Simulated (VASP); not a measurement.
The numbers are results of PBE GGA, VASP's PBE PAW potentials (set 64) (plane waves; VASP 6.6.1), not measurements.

The input files of a VASP run:

### INCAR
```
SYSTEM = PtSe2
PREC = Accurate
ENCUT = 500
EDIFF = 1E-6
NELM = 100
ALGO = Normal
LREAL = .FALSE.
LASPH = .TRUE.
ISMEAR = 1
SIGMA = 0.1
GGA = PE
LMAXMIX = 6
LWAVE = .FALSE.
LCHARG = .FALSE.
IBRION = 2
ISIF = 3
NSW = 40
EDIFFG = -0.02
PSTRESS = 450
```

### KPOINTS
```
Automatic mesh
0
Gamma
10 10 7
0 0 0
```

POSCAR:
```
PtSe2
1
    1.8263439587    -3.1633299452     0.0000000000
    1.8263439587     3.1633299452     0.0000000000
    0.0000000000     0.0000000000     4.2437496513
Pt Se
1 2
Direct
  0.0000000000   0.0000000000   0.0000000000
  0.3333330000   0.6666670000   0.2915815251
  0.6666670000   0.3333330000   0.7084184749
```

POTCAR, in this order: Pt Se (PBE.64 set). Program: vasp_std.

Problem. What will the output report for the number of irreducible k-points (NKPTS), largest plane-wave count, number of space-group operations, FFT grid (NGX, NGY, NGZ)?

Solution. 
```
Item                                          Result
--------------------------------------  ------------
number of irreducible k-points (NKPTS)            80
largest plane-wave count                        1287
number of space-group operations                  12
FFT grid (NGX, NGY, NGZ)                28 × 28 × 32
```

The compound is PtSe2 in the 1T layered structure. This run relaxes it under an external pressure of 45 GPa. Symmetry was kept, so distortions that lower it aren't found.
